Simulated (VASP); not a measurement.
The system is CsMgBiO3.

```xyz
6
Lattice="3.2305 1.8651 3.7970 -3.2305 1.8651 3.7970 0.0000 -3.7303 3.7970" Properties=species:S:1:pos:R:3 pbc="T T T"
Bi    0.0000    0.0000    6.4393
Cs    0.0000    0.0000   10.4488
Mg    0.0000    0.0000    3.4423
O     1.5857    0.9155    7.4612
O     0.0000   -1.8310    7.4612
O    -1.5857    0.9155    7.4612
```

The cell comes from a database or a generator and needn't be the stable form of this composition.

* Program: VASP 6.6.1
* Task: single point
* Functional: PBE
* Potentials or basis: VASP PAW PBE potentials, release 64 (Bi_d, Cs_sv, Mg, O)
* Cutoff: 520 eV
* k mesh: 6 × 6 × 6
* Occupations: fermi-dirac, width 0.05 eV
* Spin: no spin polarisation

On this cell: pressure 0.2 GPa; largest force 0.255 eV/Å; band gap on the k mesh 2.55 eV, direct.

The same run follows on a disturbed copy (atoms moved at random, drawn with an rms of 0.05 Å):

```
CELL_PARAMETERS angstrom
3.23052 1.86514 3.79701
-3.23052 1.86514 3.79701
0.00000 -3.73028 3.79701
ATOMIC_POSITIONS crystal
Bi 0.55896 0.56101 0.56476
Cs 0.91240 0.92295 0.91369
Mg 0.30254 0.30386 0.29520
O 0.98376 0.49486 0.48862
O 0.48881 0.48653 0.98775
O 0.48259 0.97956 0.49350
```

**Question.** What does the disturbed cell give?

**Answer.** The energy moves by +9.9 meV/atom; pressure -0.3 GPa; largest force 1.160 eV/Å; band gap on the k mesh 2.51 eV, indirect (least direct gap 2.54 eV).

Forces on the atoms (eV/Å):
```
Bi   0.175  0.095  0.986
Cs   0.071 -0.032 -0.052
Mg  -0.016 -0.876 -0.100
O   -0.387 -0.251 -0.382
O    0.008  1.137 -0.231
O    0.149 -0.071 -0.221
```

Stress tensor (GPa, compression positive):
```
-1.19 -0.14 -0.32
-0.14  0.20  0.15
-0.32  0.15  0.09
```

Caveats: spin-orbit coupling is left out, which as a rule narrows the gap of such compounds by several tenths of an eV.

A k mesh can miss the band edges.
